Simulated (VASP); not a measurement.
Calculation: r2SCAN+rVV10, VASP's PBE PAW potentials (set 64) (plane waves; VASP).

VASP input:

File POSCAR:
```
CdF2
1
    0.0000000000     2.7424775093     2.7424775093
    2.7424775093     0.0000000000     2.7424775093
    2.7424775093     2.7424775093     0.0000000000
Cd F
1 2
Direct
  0.0000000000   0.0000000000   0.0000000000
  0.2500000000   0.2500000000   0.2500000000
  0.7500000000   0.7500000000   0.7500000000
```

KPOINTS:
```
Automatic
0
G
 7 7 7
0 0 0
```

INCAR:
```
ALGO=Normal
BPARAM=11.95
CPARAM=0.0093
EDIFF=1E-7
ENCUT=520
ISIF=2
ISMEAR=0
LASPH=.TRUE.
LCHARG=.FALSE.
LMAXMIX=4
LMIXTAU=.TRUE.
LREAL=.FALSE.
LUSE_VDW=.TRUE.
LWAVE=.FALSE.
METAGGA=R2SCAN
NELM=100
PREC=Accurate
SIGMA=0.05
SYSTEM=CdF2
```

POTCAR, in this order: Cd F (PBE.64 set). Program: vasp_std.

The resulting files:

### OSZICAR
```
       N       E                     dE             d eps       ncg     rms          rms(c)
DAV:   1     0.179867891328E+03    0.17987E+03   -0.16150E+04   688   0.157E+03
DAV:   2    -0.328486359943E+02   -0.21272E+03   -0.20680E+03   744   0.393E+02
DAV:   3    -0.422940996199E+02   -0.94455E+01   -0.94200E+01   722   0.924E+01
DAV:   4    -0.423400011725E+02   -0.45902E-01   -0.45894E-01   787   0.652E+00
DAV:   5    -0.423401466770E+02   -0.14550E-03   -0.14550E-03   733   0.333E-01    0.816E+00
DAV:   6    -0.327217243921E+02    0.96184E+01   -0.54276E+00   689   0.508E+01    0.974E+00
DAV:   7    -0.325614611646E+02    0.16026E+00   -0.21006E+00   697   0.160E+01    0.440E+00
DAV:   8    -0.338625768837E+02   -0.13011E+01   -0.54778E-01   680   0.101E+01    0.209E+00
DAV:   9    -0.323216098932E+02    0.15410E+01   -0.46336E-01   680   0.746E+00    0.825E-01
DAV:  10    -0.327868114116E+02   -0.46520E+00   -0.45107E-01   680   0.657E+00    0.208E-01
DAV:  11    -0.328072627568E+02   -0.20451E-01   -0.10022E-02   684   0.125E+00    0.203E-01
DAV:  12    -0.327878083856E+02    0.19454E-01   -0.13871E-02   680   0.142E+00    0.223E-01
DAV:  13    -0.328084596636E+02   -0.20651E-01   -0.11680E-02   680   0.126E+00    0.526E-02
DAV:  14    -0.328087486917E+02   -0.28903E-03   -0.16196E-04   727   0.143E-01    0.316E-02
DAV:  15    -0.328088143150E+02   -0.65623E-04   -0.25417E-05   687   0.615E-02    0.244E-02
DAV:  16    -0.328089796209E+02   -0.16531E-03   -0.83213E-05   686   0.103E-01    0.353E-03
DAV:  17    -0.328089894296E+02   -0.98087E-05   -0.34730E-06   685   0.225E-02    0.467E-03
DAV:  18    -0.328089876071E+02    0.18225E-05   -0.20719E-06   687   0.150E-02    0.203E-03
DAV:  19    -0.328089894043E+02   -0.17973E-05   -0.49700E-07   684   0.963E-03    0.596E-04
DAV:  20    -0.328089902285E+02   -0.82417E-06   -0.18430E-07   526   0.564E-03    0.586E-04
DAV:  21    -0.328089901309E+02    0.97628E-07   -0.17029E-08   439   0.164E-03
   1 F= -.32808990E+02 E0= -.32808990E+02  d E =-.124993E-19
```

**OUTCAR**
```
------------------------ aborting loop because EDIFF is reached ----------------------------------------
  FORCE on cell =-STRESS in cart. coord.  units (eV):
  Direction    XX          YY          ZZ          XY          YZ          ZX
  --------------------------------------------------------------------------------------
  Total       -1.5090185     -1.5090185     -1.5090185      0.0000000      0.0000000     -0.0000000
  in kB      -58.6065205    -58.6065205    -58.6065205      0.0000000      0.0000000     -0.0000000
  external PRESSURE =     -58.6065205 kB  Pullay stress =       0.0000000 kB
  volume of cell :       41.25
      direct lattice vectors                 reciprocal lattice vectors
     0.000000000  2.742477509  2.742477509    -0.182316901  0.182316901  0.182316901
     2.742477509  0.000000000  2.742477509     0.182316901 -0.182316901  0.182316901
     2.742477509  2.742477509  0.000000000     0.182316901  0.182316901 -0.182316901
 POSITION                                       TOTAL-FORCE (eV/Angst)
 -----------------------------------------------------------------------------------
      0.00000      0.00000      0.00000        -0.000000     -0.000000      0.000000
      1.37124      1.37124      1.37124         0.000000      0.000000     -0.000000
      4.11372      4.11372      4.11372        -0.000000      0.000000      0.000000
 -----------------------------------------------------------------------------------
    total drift:                                0.000000     -0.000000      0.000000
  FREE ENERGIE OF THE ION-ELECTRON SYSTEM (eV)
  ---------------------------------------------------
  free  energy   TOTEN  =       -32.8089901309 eV

  energy  without entropy=      -32.8089901309  energy(sigma->0) =      -32.80899013
```
(Selected blocks of OUTCAR.)

The compound is CdF2 in the fluorite structure. This cell is one point of a volume scan, at 1.06 of the reference volume.
